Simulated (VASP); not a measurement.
A convergence study with VASP on CoGa (CsCl type): one setting is varied, all else stays as given below, so the limit is that of these other settings.

```yaml
crystal:
  lattice:
    - [2.88000, 0.00000, 0.00000]
    - [0.00000, 2.88000, 0.00000]
    - [0.00000, 0.00000, 2.88000]
  atoms:
    - { symbol: Ga, position: [0.50000, 0.50000, 0.50000] }
    - { symbol: Co, position: [0.00000, 0.00000, 0.00000] }
```

Level of theory: PBE GGA, VASP's PBE PAW potentials (set 64) (plane waves; VASP). The tightest run used: 550 eV cut-off, 22×22×22 Γ-centred mesh, tetrahedra with Blöchl corrections, potentials Ga_d Co.

| setting | E (eV/atom) | pressure (GPa) | irreducible k-points |
|---|---|---|---|
| 3×3×3 mesh | -5.2589 | -0.67 | 4 |
| 4×4×4 mesh | -5.2349 | 0.82 | 10 |
| 5×5×5 mesh | -5.2473 | 0.44 | 10 |
| 6×6×6 mesh | -5.2493 | 0.23 | 20 |
| 7×7×7 mesh | -5.2379 | 0.40 | 20 |
| 8×8×8 mesh | -5.2414 | 0.35 | 35 |
| 9×9×9 mesh | -5.2407 | 0.41 | 35 |

### Question
These are the cheaper rows. Estimate the results at 22×22×22 mesh, and how far the last row shown lies from them.

### Answer

| quantity | tightest run | last row shown is off by |
|---|---|---|
| E (eV/atom) | -5.2391 | -0.0016 |
| pressure (GPa) | 0.44 | -0.02 |

Left out are rungs that failed or repeat a setting and relaxations that didn't move; long series are thinned to 24 rows.

The compound is CoGa in the CsCl type structure. The cell was not relaxed at this level. The run is not spin-polarised, so no magnetic state was tried.
